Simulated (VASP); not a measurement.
A run of VASP 6.6.1 is set up as follows.

File INCAR:

```
  ALGO = Normal
  EDIFF = 1E-6
  ENCUT = 520
  ISIF = 2
  ISMEAR = 0
  KPAR = 4
  LASPH = True
  LCHARG = False
  LMIXTAU = True
  LREAL = False
  LWAVE = False
  METAGGA = R2SCAN
  NELM = 150
  PREC = Accurate
  SIGMA = 0.1
```

KPOINTS

```
k-points
0
Gamma
  10 10 10
```

Contents of POSCAR:

```
Al3Si2F
1.0
   -1.9483300000      2.0187000000      6.6975400000
    1.9483300000     -2.0187000000      6.6975400000
    1.9483300000      2.0187000000     -6.6975400000
Al Si F
3 2 1
Direct
    0.2494610000      0.7494610000      0.5000000000
    0.7505390000      0.2505390000      0.5000000000
    0.0000000000      0.5000000000      0.5000000000
    0.6316480000      0.6316480000      0.0000000000
    0.3683520000      0.3683520000      0.0000000000
    0.0000000000      0.0000000000      0.0000000000
```

Potentials or basis: VASP PAW PBE potentials, release 64 (Al, Si, F).

Launch:

```sh
$ cat potpaw_PBE.64/Al/POTCAR potpaw_PBE.64/Si/POTCAR potpaw_PBE.64/F/POTCAR > POTCAR
$ mpirun -np 4 vasp_std > vasp.out
```

(1) What does it give for the pressure?

(2) Predict the largest force.

(3) Predict the band gap on the k mesh.

Answers

(1) -2.2 GPa.

(2) 0.242 eV/Å.

(3) none (metal or under the smearing width).

Caveat: the PAW data sets were made with another functional, which shifts forces and pressure a little.
